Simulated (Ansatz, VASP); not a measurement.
**SiC (Moissanite): VASP beside Ansatz**

Aim: how closely do two programs agree when they are given the same cell, functional and k mesh? The cell is taken from a series of runs on this material, whose earlier steps may have relaxed, scaled, displaced or heated it; both programs get it as it stands.

Method: plane waves, with VASP 6.6.1 beside it; relaxation of cell and atoms at PBE and zone-centre phonons at PBE, in Ansatz 0.2.0.

### Step 1. Set-up

It takes space group P6_3mc (No. 186, hexagonal). Conventional cell: a = 3.092 Å, b = 3.092 Å, c = 5.076 Å, α = 90.00°, β = 90.00°, γ = 120.00°. Nearest to Si lie 4 C at 1.89 to 1.91 Å. C has 4 Si at 1.89 to 1.91 Å nearest. Farther neighbours are not listed.

As a file:

```xyz
4
Lattice="3.0919 0.0000 0.0000 -1.5460 2.6777 0.0000 0.0000 0.0000 5.0760" Properties=species:S:1:pos:R:3 pbc="T T T"
Si    0.0000    1.7851    0.0234
Si    1.5460    0.8926    2.5614
C     0.0000    1.7851    1.9308
C     1.5460    0.8926    4.4688
```

### Step 2. VASP: relaxation of cell and atoms, PBE

The relaxed volume is the usual yardstick between codes: in a stiff, nearly cubic crystal its relative difference is about their pressure difference at one cell divided by the bulk modulus.

Lines of VASP's logs that name or quote its potential files are left out, and so is its time.

Contents of INCAR:

```
SYSTEM = SiC
PREC = Accurate
ENCUT = 600
EDIFF = 1E-07
NELM = 120
ISMEAR = 0
SIGMA = 0.02
LREAL = .FALSE.
ALGO = Normal
GGA = PE
NBANDS = 14
LORBIT = 11
LWAVE = .FALSE.
LCHARG = .FALSE.
ISIF = 3
IBRION = 2
NSW = 80
EDIFFG = -0.005
LASPH = .TRUE.
GGA_COMPAT = .FALSE.
NELMIN = 4
EFERMI = MIDGAP
KPAR = 2
```

Contents of POSCAR:

```
SiC
1.0
    3.0919090000      0.0000000000      0.0000000000
   -1.5459550000      2.6776720000      0.0000000000
    0.0000000000      0.0000000000      5.0760100000
Si C
2 2
Direct
    0.3333335034      0.6666667912      0.0046178002
    0.6666668200      0.3333332088      0.5046178002
    0.3333335034      0.6666667912      0.3803822293
    0.6666668200      0.3333332088      0.8803822293
```

Contents of KPOINTS:

```
Automatic mesh
0
Gamma
9 9 6
0 0 0
```

PAW data sets: Si and C (PBE family, release 64).

Launch:

```
$ mpirun -np 2 vasp_std
```

Numbers of over 12 decimals in the logs are rounded to 6 here.

The program printed:

```text
[banner, memory and clock lines left out]
running    2 mpi-ranks, on    1 nodes
 distrk:  each k-point on    1 cores,    2 groups
 distr:  one band on    1 cores,    1 groups

 POSCAR found type information on POSCAR SiC
 POSCAR found :  2 types and       4 ions
 LDA part: xc-table for (Slater+PW92), standard interpolation
 POSCAR, INCAR and KPOINTS ok, starting setup
 FFT: planning ... GRIDC
 FFT: planning ... GRID_SOFT
 FFT: planning ... GRID
 WAVECAR not read
 entering main loop
       N       E                     dE             d eps       ncg     rms          rms(c)
DAV:   1     0.346352995311E+02    0.34635E+02   -0.78371E+03  1344   0.114E+03
DAV:   2    -0.304614199586E+02   -0.65097E+02   -0.58963E+02  1848   0.181E+02
DAV:   3    -0.337151713501E+02   -0.32538E+01   -0.32320E+01  1860   0.385E+01
DAV:   4    -0.337488941519E+02   -0.33723E-01   -0.33714E-01  1500   0.466E+00
DAV:   5    -0.337493246813E+02   -0.43053E-03   -0.43048E-03  1860   0.501E-01    0.122E+01
DAV:   6    -0.302001888763E+02    0.35491E+01   -0.84454E+00  1728   0.177E+01    0.549E+00
DAV:   7    -0.301296611790E+02    0.70528E-01   -0.10387E+00  1824   0.627E+00    0.242E+00
DAV:   8    -0.301136944504E+02    0.15967E-01   -0.51009E-02  1566   0.153E+00    0.604E-01
DAV:   9    -0.301122923134E+02    0.14021E-02   -0.82015E-03  1734   0.635E-01    0.127E-01
DAV:  10    -0.301125805425E+02   -0.28823E-03   -0.87225E-04  1680   0.191E-01    0.576E-02
DAV:  11    -0.301126074225E+02   -0.26880E-04   -0.10725E-04  1548   0.786E-02    0.133E-02
DAV:  12    -0.301126087069E+02   -0.12844E-05   -0.52615E-06  1782   0.165E-02    0.349E-03
DAV:  13    -0.301126092456E+02   -0.53875E-06   -0.33973E-07  1608   0.415E-03    0.226E-03
DAV:  14    -0.301126092819E+02   -0.36259E-07   -0.10240E-08  1008   0.784E-04
   1 F= -.30112609E+02 E0= -.30112609E+02  d E =-.301126E+02
 curvature:   0.00 expect dE= 0.000E+00 dE for cont linesearch  0.000E+00
 trial: gam= 0.00000 g(F)=  0.246E-05 g(S)=  0.168E-03 ort = 0.000E+00 (trialstep = 0.100E+01)
 search vector abs. value=  0.170E-03
 bond charge predicted
       N       E                     dE             d eps       ncg     rms          rms(c)
DAV:   1    -0.301126814795E+02   -0.72234E-04   -0.27991E-03  1524   0.424E-01    0.624E-02
DAV:   2    -0.301126308779E+02    0.50602E-04   -0.95986E-05  1632   0.710E-02    0.309E-02
DAV:   3    -0.301126187708E+02    0.12107E-04   -0.27805E-05  1686   0.343E-02    0.602E-03
DAV:   4    -0.301126177886E+02    0.98224E-06   -0.29900E-06  1710   0.111E-02    0.267E-03
DAV:   5    -0.301126179547E+02   -0.16617E-06   -0.32478E-07  1548   0.379E-03    0.252E-03
DAV:   6    -0.301126181755E+02   -0.22074E-06   -0.21226E-08   732   0.116E-03    0.487E-04
DAV:   7    -0.301126181404E+02    0.35070E-07   -0.15615E-08   684   0.809E-04
   2 F= -.30112618E+02 E0= -.30112618E+02  d E =-.885852E-05
 trial-energy change:   -0.000009  1 .order   -0.000004   -0.000170    0.000161
 step:   0.5334(harm=  0.5133)  dis= 0.00009  next Energy=   -30.112655 (dE=-0.460E-04)
 bond charge predicted
       N       E                     dE             d eps       ncg     rms          rms(c)
DAV:   1    -0.301126720330E+02   -0.53858E-04   -0.60715E-04  1524   0.197E-01    0.292E-02
DAV:   2    -0.301126599066E+02    0.12126E-04   -0.20738E-05  1632   0.330E-02    0.145E-02
DAV:   3    -0.301126561233E+02    0.37832E-05   -0.60556E-06  1680   0.160E-02    0.281E-03
DAV:   4    -0.301126556161E+02    0.50727E-06   -0.65407E-07  1686   0.519E-03    0.124E-03
DAV:   5    -0.301126554175E+02    0.19857E-06   -0.65585E-08   720   0.178E-03    0.101E-03
DAV:   6    -0.301126553036E+02    0.11386E-06   -0.10091E-08   678   0.817E-04    0.179E-04
DAV:   7    -0.301126553148E+02   -0.11202E-07   -0.29828E-09   672   0.396E-04
   3 F= -.30112655E+02 E0= -.30112655E+02  d E =-.460330E-04
 curvature:  -0.26 expect dE=-0.697E-06 dE for cont linesearch -0.536E-07
 trial: gam= 0.05106 g(F)=  0.122E-05 g(S)=  0.150E-05 ort =-0.597E-05 (trialstep = 0.907E+00)
 search vector abs. value=  0.255E-05
 reached required accuracy - stopping structural energy minimisation
```

OUTCAR, selected parts (step 2):

```text
ion  position               nearest neighbor table
   1  0.333  0.667  0.005-   4 1.89   4 1.89   4 1.89   3 1.91   2 3.10   2 3.10   2 3.10   2 3.10
                             2 3.10   2 3.10
   2  0.667  0.333  0.505-   3 1.89   3 1.89   3 1.89   4 1.91   1 3.10   1 3.10   1 3.10   1 3.10
                             1 3.10   1 3.10
   3  0.333  0.667  0.380-   2 1.89   2 1.89   2 1.89   1 1.91
   4  0.667  0.333  0.880-   1 1.89   1 1.89   1 1.89   2 1.91

  LATTYP: Found a hexagonal cell.
 ALAT       =     3.0919090000
 C/A-ratio  =     1.6417074371

 Subroutine GETGRP returns: Found 12 space group operations
 (whereof  6 operations were pure point group operations)

The static configuration has the point symmetry C_3v.
 The point group associated with its full space group is C_6v.

 Found     48 irreducible k-points:

   k-points           NKPTS =     48   k-points in BZ     NKDIM =     48   number of bands    NBANDS=     14

   dimension x,y,z NGX =    28 NGY =   28 NGZ =   42
   dimension x,y,z NGXF=    56 NGYF=   56 NGZF=   84

   ENCUT  =  600.0 eV  44.10 Ry    6.64 a.u.   6.18  6.18 10.14*2*pi/ulx,y,z

   NELECT =      16.0000    total number of electrons

 k-points in reciprocal lattice and weights: Automatic mesh
   0.00000000  0.00000000  0.00000000       0.002
   0.11111111 -0.00000000  0.00000000       0.012
   0.22222222 -0.00000000  0.00000000       0.012
   0.33333333  0.00000000  0.00000000       0.012
   0.44444444 -0.00000000  0.00000000       0.012
   0.11111111  0.11111111  0.00000000       0.012
   0.22222222  0.11111111  0.00000000       0.025
   0.33333333  0.11111111  0.00000000       0.025
   0.44444444  0.11111111  0.00000000       0.012
[...]
0.33333333  0.22222222  0.50000000       0.025
   0.33333333  0.33333333  0.50000000       0.004

 average (electrostatic) potential at core
       1 -80.5741       2 -80.5741       3 -44.9679       4 -44.9679

 E-fermi :   9.2450

 k-point     1 :       0.0000    0.0000    0.0000
  band No.  band energies     occupation
    ...
      4       6.7854      2.00000
      5       6.7854      2.00000
      6       7.9827      2.00000
      7       8.0948      2.00000
      8       8.0948      2.00000
      9      12.7778      0.00000
     10      14.1473      0.00000
     11      14.6754      0.00000
     12      14.6754      0.00000
     13      15.7178      0.00000
    ...

 k-point     2 :       0.1111   -0.0000    0.0000
  band No.  band energies     occupation
    ...
      4       5.6601      2.00000
      5       6.4370      2.00000
      6       7.3110      2.00000
      7       7.8354      2.00000
      8       7.9707      2.00000
      9      13.2585      0.00000
     10      14.2755      0.00000
     11      14.7626      0.00000
     12      15.0907      0.00000
     13      15.8183      0.00000
    ...

 k-point     3 :       0.2222   -0.0000    0.0000
  band No.  band energies     occupation
    ...
      4       3.5467      2.00000
      5       5.6098      2.00000
      6       5.7601      2.00000
      7       7.2954      2.00000
      8       7.5996      2.00000
      9      12.3594      0.00000
     10      14.2939      0.00000
     11      15.0947      0.00000
     12      15.6531      0.00000
     13      15.8852      0.00000
    ...

  Total        0.0077572      0.0077572     -0.0020199     -0.0000000      0.0000000      0.0000000
  in kB        0.2961155      0.2961156     -0.0771071     -0.0000001      0.0000000      0.0000000
  external PRESSURE =       0.1717080 kB  Pullay stress =       0.0000000 kB

  energy-cutoff  :      600.00
  volume of cell :       41.97
      direct lattice vectors                 reciprocal lattice vectors
     3.090855101  0.000000000  0.000000000     0.323535063  0.186793098  0.000000000
    -1.545428050  2.676759297  0.000000000    -0.000000000  0.373586075  0.000000000
     0.000000000  0.000000000  5.073037725     0.000000000  0.000000000  0.197120553

 POSITION                                       TOTAL-FORCE (eV/Angst)
 -----------------------------------------------------------------------------------
      0.00000      1.78451      0.02333         0.000000      0.000000     -0.002514
      1.54543      0.89225      2.55985        -0.000000     -0.000000     -0.002514
      0.00000      1.78451      1.92979         0.000000      0.000000      0.002514
      1.54543      0.89225      4.46630        -0.000000     -0.000000      0.002514
 -----------------------------------------------------------------------------------
    total drift:                               -0.000223      0.000094     -0.000078

  FREE ENERGIE OF THE ION-ELECTRON SYSTEM (eV)
  ---------------------------------------------------
  free  energy   TOTEN  =       -30.1126553148 eV

  energy  without entropy=      -30.1126553148  energy(sigma->0) =      -30.11265531

 reached required accuracy - stopping structural energy minimisation

 total charge
# of ion       s       p       d       tot
------------------------------------------
    1        0.707   0.957   0.000   1.664
    2        0.707   0.957   0.000   1.664
    3        0.834   1.698   0.000   2.533
    4        0.834   1.698   0.000   2.533
--------------------------------------------------
tot          3.083   5.310   0.000   8.393

[... 3 further parts left out ...]
```

The run keeps the 12 symmetry operations of its start, so it cannot find a distortion of lower symmetry.

### Step 3. Ansatz: relaxation of cell and atoms, PBE

Ansatz runs on norm-conserving files, of PseudoDojo where its log says so.

The same cell, functional, mesh and smearing now go to Ansatz, which takes its cutoff from its data sets.

Contents of input.yaml:

```yaml
crystal:
  lattice:
    - [3.0919092336, 0.0, 0.0]
    - [-1.5459546168, 2.6776719425, 0.0]
    - [0.0, 0.0, 5.0760101604]
  atoms:
    - { symbol: Si, position: [0.3333333333, 0.6666666667, 0.004617732] }
    - { symbol: Si, position: [0.6666666667, 0.3333333333, 0.504617732] }
    - { symbol: C, position: [0.3333333333, 0.6666666667, 0.380382268] }
    - { symbol: C, position: [0.6666666667, 0.3333333333, 0.880382268] }
kpoints:
  mp_grid: { grid: [9, 9, 6] }
hamiltonian:
  xc: pbe
  pseudopotentials: { kind: nc, accuracy: standard }
scf:
  occupations: { method: gaussian, width: 0.02 }
output:
  forces: true
  stress: true
  eigenvalues: true
relax:
  adjacent_minimum: "off"
  f_tol: 0.005
  max_steps: 80
  cell: { stress_tol: 0.05 }
```

Launch:

```
$ ansatz run input.yaml --threads 4 --pin off --max-ram 7168MiB --backend cpu --events-out ev --progress --plain --runs-dir out
```

The program printed:

```text
Engine: ansatz 0.2.0, x86_64-unknown-linux-gnu
Pseudopotentials: kind: nc
Pseudopotential: Si, nc, valence charge 4, recommended cutoff 489.804952 eV (normal), Si.nc.azcp (PseudoDojo's, or run here from an input of PseudoDojo's; its table is named by hamiltonian.pseudopotentials.accuracy)
Pseudopotential: C, nc, valence charge 4, recommended cutoff 1115.666836 eV (normal), C.nc.azcp (PseudoDojo's, or run here from an input of PseudoDojo's; its table is named by hamiltonian.pseudopotentials.accuracy)
Functional definition: PBE
  parameter kappa = 0.804
  parameter beta = 0.066725
  exchange = pbe_x(kappa = kappa, mu = beta*pi^2/3)
  correlation = pbe_c(beta = beta)
Crystal: 4 atoms, lattice volume = 42.025 Å³
Basis set: ecut = 1115.666836 eV, 3597 PW (Γ), exchange–correlation on 72×72×120 points (8 copies of the dense FFT grid, shifted against one another)
Bands: 12, of which v1, the nominal top of the filled ones, is band 8 counted from 1 (7 counted from 0)
Symmetry: 12 space group operations
Space group: P63mc (ITA 186), of the structure as read, at distance tolerance 3.5e-5 Å
k-points: 48 of 486 (time reversal used)
Non-local potential: Si, projectors of the file, l = 0: 2, l = 1: 2, l = 2: 2
Non-local potential: C, projectors of the file, l = 0: 2, l = 1: 2
Initial density: superposition of atomic densities (chi_scale 0.1, normalization cell, long waves kept (reshape's long-wave potential 0.00 eV rms))
Initial wavefunctions: pseudopotential atomic-orbital guess
Functional: x = pbe(κ = 0.804, μ = 0.219515), c = pbe(β = 0.066725)
SCF iter   1: F=—  HF=-561.902337 eV  |F-HF|=—  |Δ(HF+E_count)|=         —  Δρ=1.38e-1  dr2=9.73e0  ethr=3.10e-3  ⟨swp⟩=6.4  Hψ=3985  notcnv=0
preconditioner: auto → none  [insulator: Δε(μ)=4.374 eV  Ē_g=12.648 eV  σ=0.020 eV  W_gap=1.00  n_scr=2 (ndim 8)  ℏωp=22.9 eV  f_vac=0.000  D(μ)=0.00/eV (n_scr^D=0)  ε∞_Penn≈4.3]
SCF iter   2: F=—  HF=-559.054660 eV  |F-HF|=—  |Δ(HF+E_count)|=    2.85e0  Δρ=4.78e-2  dr2=5.98e-1  ethr=3.10e-3  ⟨swp⟩=5.3  Hψ=2213  notcnv=0  defer=2
SCF iter   3: F=—  HF=-558.916414 eV  |F-HF|=—  |Δ(HF+E_count)|=   1.38e-1  Δρ=1.92e-2  dr2=7.98e-2  ethr=3.10e-3  ⟨swp⟩=3.0  Hψ=1306  notcnv=0
SCF iter   4: F=—  HF=-558.913502 eV  |F-HF|=—  |Δ(HF+E_count)|=   2.91e-3  Δρ=1.24e-3  dr2=5.90e-4  ethr=4.99e-4  ⟨swp⟩=2.0  Hψ=766  notcnv=0
SCF iter   5: F=—  HF=-558.913665 eV  |F-HF|=—  |Δ(HF+E_count)|=   1.64e-4  Δρ=2.41e-4  dr2=8.82e-6  ethr=3.69e-6  ⟨swp⟩=2.0  Hψ=948  notcnv=0
SCF iter   6: F=—  HF=-558.913662 eV  |F-HF|=—  |Δ(HF+E_count)|=   2.80e-6  Δρ=6.44e-5  dr2=1.15e-6  ethr=5.51e-8  ⟨swp⟩=2.2  Hψ=945  notcnv=0
SCF iter   7: F=-558.913662 eV  HF=-558.913662 eV  |F-HF|=9.15e-9  |Δ(HF+E_count)|=   3.47e-7  Δρ=1.13e-5  dr2=2.99e-8  ethr=6.25e-10  ⟨swp⟩=3.8  Hψ=2677  notcnv=0
SCF 1 converged in 7 iterations: F = -558.913662 eV  dr2 = 2.99e-8
relax step   1: F+E_penalty+E_count = -558.91366211 eV  Δ(F+E_penalty+E_count) = +0.000e0 eV  max|allowed force component| = 1.575e-3 eV/Å  Δτ_max = 0.0000 Å  P = -0.011 GPa  Ω = 42.025 Å³  (7 SCF iters, dr2 threshold 1.00e-7 eV, accepted)
[...]
relax step   2: F+E_penalty+E_count = -558.91366671 eV  Δ(F+E_penalty+E_count) = -4.599e-6 eV  max|allowed force component| = 2.276e-3 eV/Å  Δτ_max = 0.0002 Å  P = -0.006 GPa  Ω = 42.024 Å³  energy of the carried Pulay correction = +4.496e-7 eV  (3 SCF iters, dr2 threshold 3.33e-8 eV, accepted)
[...]
relax step   3: F+E_penalty+E_count = -558.91366607 eV  Δ(F+E_penalty+E_count) = +6.328e-7 eV  max|allowed force component| = 2.259e-3 eV/Å  Δτ_max = 0.0000 Å  P = -0.006 GPa  Ω = 42.024 Å³  stress off target by 2.74e-2 GPa  SCF on the basis re-selected at this cell (its energy is not comparable with the rows above)  (4 SCF iters)
basis re-selected at this cell: Δ(F+E_penalty+E_count) = +6.328e-7 eV, ΔP = +0.001 GPa vs the last step (what re-selecting the basis moved, of the pressure what is left beyond the Pulay correction that the steps carried, after the strain that the cell walked since its last selection, with what the two solves' SCF thresholds leave and, on support functions, any second-order correction that the steps lacked; it is no m [...]
SCF converged after 4 iterations
Free energy (F): -558.913666 eV
Harris-Foulkes:  -558.913666 eV  (|F-HF|=1.14e-13)
Internal energy: -558.913666 eV  (E = F + TS)
E sigma→0 (E₀):  -558.913666 eV
Fermi energy:    10.603925 eV
--- Per-component energies (eV) ---
  E_band       = 55.222969
  E_kinetic    = 318.802200
  E_local      = -185.728322  (includes V_loc(G=0)·N_el)
  E_nonlocal   = 14.230048
  E_hartree    = 64.735020
  E_xc         = -205.111940
  E_vxc        = -221.551006  (∫ρ·V_xc dr)
  E_ewald      = -565.840673
  E_smearing   = -0.000000  (= −TS)
  E_closure    = -0.000000  (closes the sum)
  Σ components = -558.913666   (vs F -558.913666, Δ=0.00e0)
--- Forces (eV/Å), atoms counted from 1 ---
  atom   1  Si     0.00000000    -0.00000000     0.00225855
  atom   2  Si     0.00000000     0.00000000     0.00225855
  atom   3  C      0.00000000    -0.00000000    -0.00225855
  atom   4  C     -0.00000000     0.00000000    -0.00225855
  max |Σ_I F_I| component: 8.66e-9 eV/Å
--- Stress (GPa, compression-positive) ---
       -0.022012       0.000000       0.000000
        0.000000      -0.022012       0.000000
       -0.000000       0.000000       0.027351
  P = ⅓ Tr σ = -0.0056 GPa (-0.056 kbar)
--- Band table (eV; the first three rows and the last of 48) ---
  k-point 0: bands = [... 4 lower, 8.1366, 9.3391, 9.4472, 9.4472, 14.1155, 15.4838, 16.0257, 16.0257]
  k-point 1: bands = [... 4 lower, 8.2120, 8.6033, 9.3446, 9.3446, 14.2411, 16.0294, 16.0751, 16.0751]
  k-point 2: bands = [... 4 lower, 8.4257, 8.4257, 9.0769, 9.0769, 14.6122, 15.9550, 16.2836, 16.2836]
  k-point 47: bands = [... 4 lower, 3.8851, 3.8851, 7.7202, 7.7202, 14.4479, 14.4479, 15.4463, 15.4463]
--- Relaxed structure (2 steps of the walk, 2 accepted, 1 SCFs on fresh bases) ---
  F+E_penalty+E_count = -558.91366607 eV   max|allowed force component| = 2.259e-3 eV/Å   (the final SCF, on the basis selected at the relaxed cell)
  cell:  # Å, volume = 42.0238 Å³
    - [3.092366, 0.0, 0]
    - [-1.546183, 2.678067, 0]
    - [0, 0, 5.074376]
  atoms:
    - { symbol: Si, position: [0.333333, 0.666667, 0.00457224] }
    - { symbol: Si, position: [0.666667, 0.333333, 0.504572] }
    - { symbol: C, position: [0.333333, 0.666667, 0.380428] }
    - { symbol: C, position: [0.666667, 0.333333, 0.880428] }
```

The column dr2 measures how far the density is from self-consistency, as an energy; F and HF (Harris–Foulkes) agree once it is small.

### Step 4. Side by side

Known differences besides the potentials themselves: the cutoff is 1115.67 eV in Ansatz and 600 eV in VASP; Ansatz adds a Pulay correction to the stress that steers its cell, VASP none. Total energies have different zeros and are not compared.

The two programs side by side:

```
                                         quantity  Ansatz   VASP  difference
                                      volume (Å³)   42.02  41.97     +0.12 %
edge a after relaxation, in the typed setting (Å)   3.092  3.091     +0.05 %
edge c after relaxation, in the typed setting (Å)   5.074  5.073     +0.03 %
```

(Continued in part 2 of 2.)

[Lines on the potential files, build, host, timing and source positions are cut from VASP's logs without a mark.]

[Logs are printed without paths, hosts, clocks, repeated set-up lines and the standing remarks that a program may print on its own settings, such as how far it seeks lower states.]

[Hosts, paths, dates, database ids (printed as entryN), source tags and the programs' standing remarks are cut or masked in the printed files.]
